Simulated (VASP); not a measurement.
A run of VASP 6.6.1 is set up as follows.

File INCAR:

```
  PREC = Accurate
  ENCUT = 520
  EDIFF = 1E-8
  ISMEAR = -1
  SIGMA = 0.01
  LREAL = Auto
  LASPH = True
  NELM = 100
  ALGO = Fast
  ISIF = 2
  LWAVE = False
  LCHARG = False
  GGA = PE
  LEFG = True
  NELECT = 154.0
  NBANDS = 100
```

The input KPOINTS:

```
regular mesh
0
Gamma
  3 3 3
```

File POSCAR:

```
GeB18N17
1.0
    7.5049186035      0.0000000000      0.0000000000
   -3.7524593018      6.4994501639      0.0000000000
    0.0000000000      0.0000000000      7.3693201700
B Ge N
18 1 17
Direct
    0.2222222222      0.1111111111      0.7500000000
    0.2222222222      0.4444444444      0.7500000000
    0.2222222222      0.7777777778      0.7500000000
    0.5555555556      0.1111111111      0.7500000000
    0.5555555556      0.4444444444      0.7500000000
    0.5555555556      0.7777777778      0.7500000000
    0.8888888889      0.1111111111      0.7500000000
    0.8888888889      0.4444444444      0.7500000000
    0.8888888889      0.7777777778      0.7500000000
    0.1111111111      0.2222222222      0.2500000000
    0.1111111111      0.5555555556      0.2500000000
    0.1111111111      0.8888888889      0.2500000000
    0.4444444444      0.2222222222      0.2500000000
    0.4444444444      0.5555555556      0.2500000000
    0.4444444444      0.8888888889      0.2500000000
    0.7777777778      0.2222222222      0.2500000000
    0.7777777778      0.5555555556      0.2500000000
    0.7777777778      0.8888888889      0.2500000000
    0.0000000000      0.0000000000      0.7500000000
    0.0000000000      0.3333333333      0.7500000000
    0.0000000000      0.6666666667      0.7500000000
    0.3333333333      0.0000000000      0.7500000000
    0.3333333333      0.3333333333      0.7500000000
    0.3333333333      0.6666666667      0.7500000000
    0.6666666667      0.0000000000      0.7500000000
    0.6666666667      0.3333333333      0.7500000000
    0.6666666667      0.6666666667      0.7500000000
    0.0000000000      0.0000000000      0.2500000000
    0.0000000000      0.3333333333      0.2500000000
    0.0000000000      0.6666666667      0.2500000000
    0.3333333333      0.0000000000      0.2500000000
    0.3333333333      0.3333333333      0.2500000000
    0.3333333333      0.6666666667      0.2500000000
    0.6666666667      0.0000000000      0.2500000000
    0.6666666667      0.3333333333      0.2500000000
    0.6666666667      0.6666666667      0.2500000000
```

Potentials or basis: VASP PAW PBE potentials, release 64 (B, Ge_d, N).

Launch:

```console
$ cat potpaw_PBE.64/B/POTCAR potpaw_PBE.64/Ge_d/POTCAR potpaw_PBE.64/N/POTCAR > POTCAR
$ mpirun -np 1 vasp_std > vasp.out
```

**Question.** What does it give for the largest force?

**Answer.** 25.414 eV/Å.

**Question.** Predict the band gap on the k mesh.

**Answer.** 1.99 eV, indirect (least direct gap 2.13 eV).

Forces in eV/Å, atoms in the order of the input:
```
B    22.009  12.707   0.000
B     0.000  -0.175   0.000
B    -0.152   0.088   0.000
B     0.000  -0.622   0.000
B    -0.539   0.311   0.000
B     0.152   0.088   0.000
B   -22.009  12.707   0.000
B     0.539   0.311   0.000
B     0.000 -25.414   0.000
B     0.000  -0.173   0.000
B    -0.043  -0.025   0.000
B    -0.150   0.087   0.000
B    -0.068  -0.039   0.000
B     0.043  -0.025   0.000
B     0.000   0.050   0.000
B     0.068  -0.039   0.000
B     0.000   0.078   0.000
B     0.150   0.087   0.000
Ge    0.000   0.000   0.000
N    -1.177   1.427   0.000
N     0.648  -1.733   0.000
N     1.824   0.305   0.000
N     1.177   1.427   0.000
N     0.000   0.000   0.000
N    -1.824   0.305   0.000
N     0.000   0.000   0.000
N    -0.648  -1.733   0.000
N     0.000   0.000   0.000
N    -0.034   0.047   0.000
N     0.024  -0.053   0.000
N     0.058   0.006   0.000
N     0.034   0.047   0.000
N     0.000   0.000   0.000
N    -0.058   0.006   0.000
N     0.000   0.000   0.000
N    -0.024  -0.053   0.000
```

Caveat: the cell carries a net charge on a neutralising background, which shifts energy and pressure; the cell is charged against a uniform background, so pressure and absolute levels hang on convention.
